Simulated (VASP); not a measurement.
```xyz
8
Lattice="0.0002 4.6207 4.6219 4.6207 0.0002 4.6219 2.3104 2.3104 0.0000" Properties=species:S:1:pos:R:3 pbc="T T T"
Zr     0.0000     0.0000     0.0000
C      2.3104     2.3104     2.3220
C      4.6096     2.3216     4.6219
C      2.3216     4.6096     4.6219
C      4.6208     4.6208     6.9217
Hf     2.3103     0.0001     2.3109
Hf     0.0001     2.3103     2.3109
Hf     2.3104     2.3104     4.6219
```

Level of theory: PBEsol GGA, VASP's PBE PAW potentials (set 64) (plane waves; VASP 6.6.1). Settings: 520 eV cut-off, Gaussian smearing of 0.050 eV, potentials Zr_sv C Hf_pv.

Unless said otherwise, spin-orbit coupling is left out, though it shifts the bands of the heavy elements here.

**Question.** What does the run give for the band gap (along the path) with the smallest direct gap where there is one?

**Answer.** 
```
Item                                                         Result
-------------------------  ----------------------------------------
band gap (along the path)  none (metal, semimetal or under 0.01 eV)
```

The structure was generated: Hf3ZrC4 was put into an ordered model structure (Cmmm), which need not be its known phase. It was relaxed first.
